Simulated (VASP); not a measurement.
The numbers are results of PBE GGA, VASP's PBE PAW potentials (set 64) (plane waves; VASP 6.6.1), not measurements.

Input for VASP

File POSCAR:
```
LaAl
1
    3.5375485422     0.0000000000     0.0000000000
   -1.7687742711     3.0636069069     0.0000000000
    0.0000000000     0.0000000000    10.4315141660
La Al
2 2
Direct
  0.0000000000   0.0000000000   0.0000000000
  0.0000000000   0.0000000000   0.5000000000
  0.3333330000   0.6666670000   0.2500000000
  0.6666670000   0.3333330000   0.7500000000
```

**KPOINTS**
```
Automatic mesh
0
G
 11 11 4
```

INCAR:
```
NELM=100
LORBIT=11
LWAVE=F
EDIFF=1E-7   # SCF stop (eV)
LMAXMIX=6
ALGO=Normal
SYSTEM=LaAl
LEFG=T
NEDOS=601
ISIF=2   # forces and stress, cell fixed
LCHARG=T
ISMEAR=-5   # tetrahedra, Bloechl
LREAL=F   # projection in real space or not
PREC=Accurate
LASPH=T
ENCUT=400   # plane-wave cut-off (eV)
GGA=PE   # PBE
```

POTCAR, in this order: La Al (PBE.64 set). Program: vasp_std.

Output

### OSZICAR
```
       N       E                     dE             d eps       ncg     rms          rms(c)
DAV:   1     0.269785594991E+03    0.26979E+03   -0.82962E+03  1728   0.155E+03
DAV:   2     0.255920051483E+02   -0.24419E+03   -0.24082E+03  3000   0.325E+02
DAV:   3    -0.142895343913E+02   -0.39882E+02   -0.39276E+02  2894   0.179E+02
DAV:   4    -0.175736005048E+02   -0.32841E+01   -0.31985E+01  3446   0.458E+01
DAV:   5    -0.178196173247E+02   -0.24602E+00   -0.24316E+00  3016   0.119E+01    0.476E+00
DAV:   6    -0.172483079392E+02    0.57131E+00   -0.35756E+00  3432   0.101E+01    0.239E+00
DAV:   7    -0.172328899241E+02    0.15418E-01   -0.16676E-01  3304   0.352E+00    0.132E+00
DAV:   8    -0.172326068742E+02    0.28305E-03   -0.74724E-02  2888   0.231E+00    0.248E-01
DAV:   9    -0.172337345989E+02   -0.11277E-02   -0.56599E-03  3416   0.775E-01    0.201E-01
DAV:  10    -0.172348298107E+02   -0.10952E-02   -0.31645E-03  2888   0.426E-01    0.800E-02
DAV:  11    -0.172348077846E+02    0.22026E-04   -0.55516E-04  3416   0.202E-01    0.279E-02
DAV:  12    -0.172348116574E+02   -0.38728E-05   -0.39052E-05  3384   0.433E-02    0.258E-02
DAV:  13    -0.172348092316E+02    0.24258E-05   -0.84228E-06  3384   0.318E-02    0.769E-03
DAV:  14    -0.172348055659E+02    0.36657E-05   -0.10808E-05  2612   0.360E-02    0.921E-03
DAV:  15    -0.172348082010E+02   -0.26351E-05   -0.75694E-07  2910   0.100E-02    0.320E-03
DAV:  16    -0.172348114731E+02   -0.32721E-05   -0.71720E-07  2710   0.998E-03    0.284E-03
DAV:  17    -0.172348101878E+02    0.12854E-05   -0.80133E-08  1592   0.462E-03    0.294E-04
DAV:  18    -0.172348100048E+02    0.18294E-06   -0.37517E-08  1272   0.303E-03    0.762E-05
DAV:  19    -0.172348100096E+02   -0.47482E-08   -0.10219E-08  1192   0.222E-03
   1 F= -.17234810E+02 E0= -.17234810E+02  d E =0.000000E+00
```

**OUTCAR**
```
------------------------ aborting loop because EDIFF is reached ----------------------------------------
  FORCE on cell =-STRESS in cart. coord.  units (eV):
  Direction    XX          YY          ZZ          XY          YZ          ZX
  --------------------------------------------------------------------------------------
  Total       -0.0274745     -0.0274745     -0.1198465     -0.0000000      0.0000000     -0.0000000
  in kB       -0.3893658     -0.3893658     -1.6984513     -0.0000000      0.0000000     -0.0000000
  external PRESSURE =      -0.8257277 kB  Pullay stress =       0.0000000 kB
  volume of cell :      113.05
      direct lattice vectors                 reciprocal lattice vectors
     3.537548542  0.000000000  0.000000000     0.282681633  0.163206317  0.000000000
    -1.768774271  3.063606907  0.000000000     0.000000000  0.326412634  0.000000000
     0.000000000  0.000000000 10.431514166     0.000000000  0.000000000  0.095863360
 POSITION                                       TOTAL-FORCE (eV/Angst)
 -----------------------------------------------------------------------------------
      0.00000      0.00000      0.00000        -0.000000      0.000000     -0.000000
      0.00000      0.00000      5.21576         0.000000      0.000000     -0.000000
     -0.00000      2.04241      2.60788        -0.000000      0.000000      0.000000
      1.76878      1.02120      7.82364         0.000000      0.000000      0.000000
 -----------------------------------------------------------------------------------
    total drift:                                0.000000     -0.000000     -0.000000
  FREE ENERGIE OF THE ION-ELECTRON SYSTEM (eV)
  ---------------------------------------------------
  free  energy   TOTEN  =       -17.2348100096 eV

  energy  without entropy=      -17.2348100096  energy(sigma->0) =      -17.23481001

 total charge

# of ion       s       p       d       f       tot
--------------------------------------------------
    1        2.051   5.569   0.929   0.110   8.660
    2        2.051   5.569   0.929   0.110   8.660
    3        0.488   0.276   0.000   0.000   0.764
    4        0.488   0.276   0.000   0.000   0.764
--------------------------------------------------
tot          5.078  11.690   1.858   0.221  18.847
```
(Selected blocks of OUTCAR.)

For a metal the tetrahedron method with Blöchl corrections gives inexact stress and forces.

The structure was generated: LaAl was put into the NiAs type type (P6_3/mmc), which need not be its known phase. It was relaxed first, which changed the volume by -34 %.
